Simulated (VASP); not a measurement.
A run of VASP 6.6.1 is set up as follows.

File INCAR:

```
ALGO     = Normal         # electronic algorithm
EDIFF    = 1E-7           # SCF threshold, eV
ENCUT    = 520            # plane-wave cutoff, eV
GGA      = PE             # functional
ISIF     = 2              # what is computed and relaxed
ISMEAR   = 0              # smearing method
KPAR     = 4            
LASPH    = T              # aspherical terms in the spheres
LCHARG   = F              # write CHGCAR
LREAL    = F              # projectors in reciprocal space
LWAVE    = F              # write WAVECAR
NBANDS   = 49             # bands
NELM     = 60             # most SCF steps
PREC     = Accurate       # precision mode
SIGMA    = 0.1            # smearing width, eV
```

Contents of KPOINTS:

```
k-points
0
Gamma
  10 10 10
```

File POSCAR:

```
Ga3BiO4
1.0
   -2.1721300000      2.1721300000      6.3933100000
    2.1721300000     -2.1721300000      6.3933100000
    2.1721300000      2.1721300000     -6.3933100000
Ga Bi O
3 1 4
Direct
    0.2500000000      0.7500000000      0.5000000000
    0.7500000000      0.2500000000      0.5000000000
    0.0000000000      0.0000000000      0.0000000000
    0.5000000000      0.5000000000      0.0000000000
    0.0906710000      0.0906710000      0.5125020000
    0.4218310000      0.9093290000      0.0000000000
    0.5781690000      0.5781690000      0.4874980000
    0.9093290000      0.4218310000      0.0000000000
```

Contents of KPOINTS_OPT:

```
path GXYSGZS1NPY1Z,XP
20
line-mode
reciprocal
 0.0000000000  0.0000000000  0.0000000000  G
-0.5000000000  0.5000000000  0.0000000000  X

-0.5000000000  0.5000000000  0.0000000000  X
-0.5000000000  0.5000000000 -0.0577151868  Y

-0.5000000000  0.5000000000 -0.0577151868  Y
-0.2788575934  0.2788575934 -0.2788575934  S

-0.2788575934  0.2788575934 -0.2788575934  S
 0.0000000000  0.0000000000  0.0000000000  G

 0.0000000000  0.0000000000  0.0000000000  G
 0.5000000000  0.5000000000 -0.5000000000  Z

 0.5000000000  0.5000000000 -0.5000000000  Z
 0.2788575934  0.7211424066 -0.7211424066  S1

 0.2788575934  0.7211424066 -0.7211424066  S1
 0.0000000000  0.5000000000 -0.5000000000  N

 0.0000000000  0.5000000000 -0.5000000000  N
-0.2500000000  0.7500000000 -0.2500000000  P

-0.2500000000  0.7500000000 -0.2500000000  P
 0.0577151868  0.9422848132 -0.5000000000  Y1

 0.0577151868  0.9422848132 -0.5000000000  Y1
 0.5000000000  0.5000000000 -0.5000000000  Z

-0.5000000000  0.5000000000  0.0000000000  X
-0.2500000000  0.7500000000 -0.2500000000  P
```

Potentials or basis: VASP PAW PBE potentials, release 64 (Ga_d, Bi_d, O).

Command:

```console
$ cat potpaw_PBE.64/Ga_d/POTCAR potpaw_PBE.64/Bi_d/POTCAR potpaw_PBE.64/O/POTCAR > POTCAR
$ mpirun -np 4 vasp_std > vasp.out
```

Task: What does it give for the largest force?

Result: 0.008 eV/Å.

Task: Predict the band gap along the path.

Result: None (metal or under the smearing width).

Levels at the corners of the path, in eV from the Fermi level:
```
point  band 38  band 39  band 40  band 41  band 42  band 43
    Γ    -1.48    -0.02    -0.02     1.99     2.44     5.04
    X    -1.99    -1.76    -1.18     2.90     4.19     4.46
    X    -1.99    -1.76    -1.18     2.90     4.19     4.46
    Y    -1.94    -1.62    -1.17     2.87     4.09     4.31
    Y    -1.94    -1.62    -1.17     2.87     4.09     4.31
    S    -2.03     1.00     1.91     2.02     3.02     3.04
    S    -2.03     1.00     1.91     2.02     3.02     3.04
    Γ    -1.48    -0.02    -0.02     1.99     2.44     5.04
    Γ    -1.48    -0.02    -0.02     1.99     2.44     5.04
    Z    -1.54    -0.46    -0.46    -0.44     4.22     4.66
    Z    -1.54    -0.46    -0.46    -0.44     4.22     4.66
   S1    -2.03     1.00     1.91     2.02     3.02     3.04
   S1    -2.03     1.00     1.91     2.02     3.02     3.04
    N    -2.10     1.04     2.09     2.38     2.55     3.34
    N    -2.10     1.04     2.09     2.38     2.55     3.34
    P    -2.08    -1.55    -1.55     2.97     4.38     4.38
    P    -2.08    -1.55    -1.55     2.97     4.38     4.38
   Y1    -1.94    -1.62    -1.17     2.87     4.09     4.31
   Y1    -1.94    -1.62    -1.17     2.87     4.09     4.31
    Z    -1.54    -0.46    -0.46    -0.44     4.22     4.66
    X    -1.99    -1.76    -1.18     2.90     4.19     4.46
    P    -2.08    -1.55    -1.55     2.97     4.38     4.38
```

Caveat: spin-orbit coupling is left out, which moves the levels of the heavy elements.
